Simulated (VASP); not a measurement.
All values below come from PBEsol GGA, VASP's PBE PAW potentials (set 64) (plane waves; VASP 6.6.1).

VASP input:

### INCAR
```
PREC=Accurate
GGA=PS   # PBEsol
NELM=100   # most electronic steps
LASPH=.TRUE.   # aspherical one-centre terms
SYSTEM=Be
LCHARG=.FALSE.
ENCUT=520   # plane-wave cut-off (eV)
EDIFF=1E-7   # SCF stop (eV)
ALGO=Normal   # blocked Davidson
LREAL=.FALSE.   # projection in real space or not
IBRION=2   # conjugate gradients
LWAVE=.FALSE.
SIGMA=0.1   # width (eV)
EDIFFG=-0.01   # ionic stop
NSW=30   # most ionic steps
ISIF=4
ISMEAR=1   # Methfessel-Paxton
```

File KPOINTS:
```
K-points
0
Gamma
18 18 10
```

### POSCAR
```
Be
1
    1.1414662179    -1.9770773149     0.0000000000
    1.1414662179     1.9770773149     0.0000000000
    0.0000000000     0.0000000000     3.5866166402
Be
2
Direct
  0.3333330000   0.6666670000   0.2500000000
  0.6666670000   0.3333330000   0.7500000000
```

POTCAR, in this order: Be (PBE.64 set). Program: vasp_std.

The run wrote:

**OUTCAR**
```
 ion  position               nearest neighbor table
   1  0.333  0.667  0.250-   2 2.23   2 2.23   2 2.23   2 2.23   2 2.23   2 2.23
   2  0.667  0.333  0.750-   1 2.23   1 2.23   1 2.23   1 2.23   1 2.23   1 2.23
  LATTYP: Found a hexagonal cell.
 ALAT       =     2.2829322889
 C/A-ratio  =     1.5710569506
 Subroutine PRICEL returns:
 Original cell was already a primitive cell.
 Subroutine GETGRP returns: Found 24 space group operations
The static configuration has the point symmetry D_3d.
 The point group associated with its full space group is D_6h.
The dynamic configuration has the point symmetry D_3d.
 Subroutine INISYM returns: Found 24 space group operations
 Subroutine IBZKPT returns following result:
 Found    222 irreducible k-points:

 Following reciprocal coordinates:
            Coordinates               Weight
  0.000000  0.000000  0.000000      1.000000
  0.055556  0.000000  0.000000      6.000000
  0.111111  0.000000  0.000000      6.000000
  0.166667 -0.000000  0.000000      6.000000
  0.222222  0.000000  0.000000      6.000000
  0.277778  0.000000  0.000000      6.000000
  0.333333  0.000000  0.000000      6.000000
...
```

### OSZICAR
```
       N       E                     dE             d eps       ncg     rms          rms(c)
DAV:   1    -0.293643277910E+01   -0.29364E+01   -0.18128E+03  2670   0.551E+02
DAV:   2    -0.797560845569E+01   -0.50392E+01   -0.47549E+01  4026   0.632E+01
DAV:   3    -0.801803370422E+01   -0.42425E-01   -0.42162E-01  3522   0.497E+00
DAV:   4    -0.801810600353E+01   -0.72299E-04   -0.72266E-04  3858   0.162E-01
DAV:   5    -0.801810612085E+01   -0.11732E-06   -0.11729E-06  3504   0.309E-03    0.122E+00
DAV:   6    -0.799630580178E+01    0.21800E-01   -0.23239E-03  3048   0.666E-01    0.740E-01
DAV:   7    -0.798698297615E+01    0.93228E-02   -0.34448E-03  3048   0.694E-01    0.131E-02
DAV:   8    -0.798698174435E+01    0.12318E-05   -0.14141E-05  4050   0.364E-02    0.550E-03
DAV:   9    -0.798698238333E+01   -0.63898E-06   -0.42536E-07  3306   0.629E-03    0.511E-04
DAV:  10    -0.798698234030E+01    0.43028E-07   -0.10620E-09  2412   0.287E-04
   1 F= -.79869823E+01 E0= -.79869440E+01  d E =-.798698E+01
       N       E                     dE             d eps       ncg     rms          rms(c)
DAV:   1    -0.798744771720E+01   -0.46533E-03   -0.45849E-03  3378   0.450E-01    0.263E-02
DAV:   2    -0.798744121822E+01    0.64990E-05   -0.21832E-05  3246   0.426E-02    0.159E-02
DAV:   3    -0.798743625861E+01    0.49596E-05   -0.36770E-06  3564   0.108E-02    0.225E-04
DAV:   4    -0.798743626141E+01   -0.27966E-08   -0.30621E-08  2736   0.172E-03
   2 F= -.79874363E+01 E0= -.79873875E+01  d E =-.453921E-03
```

File OUTCAR:
```
------------------------ aborting loop because EDIFF is reached ----------------------------------------
  FORCE on cell =-STRESS in cart. coord.  units (eV):
  Direction    XX          YY          ZZ          XY          YZ          ZX
  --------------------------------------------------------------------------------------
  Total       -0.3645928     -0.3645927     -0.3407056      0.0000000     -0.0000000      0.0000000
  in kB      -36.0841919    -36.0841858    -33.7200512      0.0000000     -0.0000000      0.0000000
  external PRESSURE =     -35.2961430 kB  Pullay stress =       0.0000000 kB
  volume of cell :       16.19
      direct lattice vectors                 reciprocal lattice vectors
     1.139402964 -1.973503659 -0.000000000     0.438826311 -0.253356510  0.000000000
     1.139402964  1.973503659 -0.000000000     0.438826311  0.253356510  0.000000000
    -0.000000000 -0.000000000  3.599617828     0.000000000  0.000000000  0.277807269
 POSITION                                       TOTAL-FORCE (eV/Angst)
 -----------------------------------------------------------------------------------
      1.13940      0.65784      0.89990         0.000000     -0.000000      0.000000
      1.13940     -0.65784      2.69971        -0.000000      0.000000      0.000000
 -----------------------------------------------------------------------------------
    total drift:                                0.000000     -0.000003      0.000005
  FREE ENERGIE OF THE ION-ELECTRON SYSTEM (eV)
  ---------------------------------------------------
  free  energy   TOTEN  =        -7.9874362614 eV

  energy  without entropy=       -7.9872900018  energy(sigma->0) =       -7.98738751

 reached required accuracy - stopping structural energy minimisation
```
(Selected blocks of OUTCAR.)

### CONTCAR
```
Be
   1.00000000000000
     1.1394029643189350   -1.9735036586606574   -0.0000000000000000
     1.1394029643189350    1.9735036586606574   -0.0000000000000000
    -0.0000000000000000   -0.0000000000000000    3.5996178282975251
  Be
     2
Direct
     0.3333330000000032    0.6666669999999968    0.2500000000000000
     0.6666669999999968    0.3333330000000032    0.7500000000000000
```

The compound is Be in the hcp structure. This cell is one point of a volume scan, at 1.03 of the reference volume. Symmetry was kept, so distortions that lower it aren't found.
